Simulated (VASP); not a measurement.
Input:

```yaml
crystal:
  lattice:
    - [0.00000, 2.42923, 2.42923]
    - [2.42923, 0.00000, 2.42923]
    - [2.42923, 2.42923, 0.00000]
  atoms:
    - { symbol: Be, position: [0.00000, 0.00000, 0.00000] }
    - { symbol: S, position: [0.25000, 0.25000, 0.25000] }
```

Method: SCAN meta-GGA, VASP's PBE PAW potentials (set 64) (plane waves; VASP). Run with 520 eV cut-off, 10×10×10 Γ-centred mesh, tetrahedra with Blöchl corrections, potentials Be S.

Task: Give the energies of bands 2 to 7 at the high-symmetry points, in eV from the valence-band maximum.

Result: 
| band | Γ | X | U | L | W |
|---|---|---|---|---|---|
| 2 | 0.00 | -5.16 | -4.68 | -5.92 | -4.38 |
| 3 | 0.00 | -2.69 | -4.16 | -1.05 | -3.94 |
| 4 | 0.00 | -2.69 | -2.23 | -1.05 | -3.38 |
| 5 | 6.27 | 3.59 | 4.87 | 6.08 | 6.97 |
| 6 | 6.27 | 5.40 | 8.10 | 7.16 | 8.74 |
| 7 | 6.27 | 13.84 | 11.41 | 7.16 | 9.25 |

The gap is indirect, 3.59 eV, from the valence maximum at Γ to the conduction minimum at X.

The compound is BeS in the zinc blende structure. It was relaxed first.
